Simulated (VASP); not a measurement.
Rb2PdSe2 (space group Immm): the formation energy from VASP (plane waves, PAW) at several levels of theory. The references are the elements' solids at the same level; no temperature or zero-point terms are added. The path is coarsely sampled, so an indirect gap can come out somewhat too large.    Without a dispersion term in the relaxation, distances and binding between the weakly bound layers, chains or molecules are unreliable, and so is what depends on them.

```
level   formation energy (eV/atom)
------  --------------------------
PBEsol                      -0.883
r2SCAN                      -1.049
```

The cell of the PBEsol run:

Space group Immm (No. 71); a = 3.793 Å, b = 7.513 Å, c = 10.058 Å, α = β = γ = 90.00°

| atom | site | symmetry | x | y | z |
|---|---|---|---|---|---|
| Rb | 4j | mm2 | 0.0000 | 0.5000 | 0.1944 |
| Pd | 2a | mmm | 0.0000 | 0.0000 | 0.0000 |
| Se | 4h | m2m | 0.5000 | 0.2127 | 0.0000 |
(The calculation used a cell of 5 atoms; values per cell refer to that cell.)

Only levels that ran to the end are used. Left out are those held back, those with too coarse a band path, GW runs whose mesh misses a band edge, hybrids' fits of cells that aren't cubic and levels without matching references; a question may draw on a part of the rest.
